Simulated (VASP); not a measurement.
Zn$_{3}$CdO$_{4}$ (space group P3m1): the band gap from VASP (plane waves, PAW) at several levels of theory. Gaps are without spin-orbit coupling. Each level names its cell: its own relaxed one, PBE's, or the starting one. A gap is the smallest over the k-mesh and a band path; hybrids may have named points in place of the path, and GW has the mesh alone.  mBJ is a potential without an energy functional, so only the levels count.

| level | band gap (eV) |
|---|---|
| LDA (own cell) | 0.14 |
| PBEsol (own cell) | 0.10 |
| mBJ (TB09) (PBE cell) | 1.75 |

The cell of the LDA (own cell) run:

Space group P3m1 (No. 156); a = b = 3.255 Å, c = 10.789 Å, α = β = 90.00°, γ = 120.00°

```tsv
atom	site	symmetry	x	y	z
Zn	1a	3m.	0.0000	0.0000	0.2510
Zn	1b	3m.	0.3333	0.6667	0.0148
Zn	1b	3m.	0.3333	0.6667	0.4869
Cd	1a	3m.	0.0000	0.0000	0.7572
O	1a	3m.	0.0000	0.0000	0.9591
O	1a	3m.	0.0000	0.0000	0.4310
O	1b	3m.	0.3333	0.6667	0.6648
O	1b	3m.	0.3333	0.6667	0.1950
```

Only levels that ran to the end are used. Left out are those held back, those with too coarse a band path, GW runs whose mesh misses a band edge, hybrids' fits of cells that aren't cubic and levels without matching references; a question may draw on a part of the rest.

The structure comes from a computed database's Zn3CdO4 entry (P3m1); how it stands against other phases isn't given here.
